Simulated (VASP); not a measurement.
HfRu:

```xyz
2
Lattice="3.2481 0.0000 0.0000 0.0000 3.2481 0.0000 0.0000 0.0000 3.2481" Properties=species:S:1:pos:R:3 pbc="T T T"
Hf    0.0000    0.0000    0.0000
Ru    1.6241    1.6241    1.6241
```

- Program: VASP 6.6.1
- Task: relaxation of cell and atoms
- Functional: LDA
- Potentials or basis: VASP PAW LDA potentials, release 64 (Hf_pv, Ru_pv)
- Cutoff: 600 eV
- k mesh: 14 × 14 × 14
- Occupations: gaussian, width 0.1 eV
- Spin: no spin polarisation

At the start: pressure -12.6 GPa; volume 17.13 Å³/atom.

How do energy, volume and symmetry change on relaxing?

Over 7 steps the energy falls by 43.7 meV/atom and the volume is 16.08 Å³/atom (-6.1 %); space group Pm-3m (No. 221, to 0.05 Å).

Step by step:
```tsv
step	energy change (eV)	largest force (eV/Å)	pressure (GPa)	volume (Å³)
1	0.0000	0.0000	-12.58	34.27
2	0.3944	0.0000	41.76	28.02
3	-0.0871	0.0000	-0.76	32.27
4	-0.0873	0.0000	-0.11	32.18
5	-0.0873	0.0000	0.18	32.14
6	-0.0873	0.0000	-0.33	32.21
7	-0.0873	0.0000	0.00	32.17
```

Final structure:
```
CELL_PARAMETERS angstrom
3.18029 0.00000 0.00000
0.00000 3.18029 0.00000
0.00000 0.00000 3.18029
ATOMIC_POSITIONS crystal
Hf 0.00000 0.00000 0.00000
Ru 0.50000 0.50000 0.50000
```
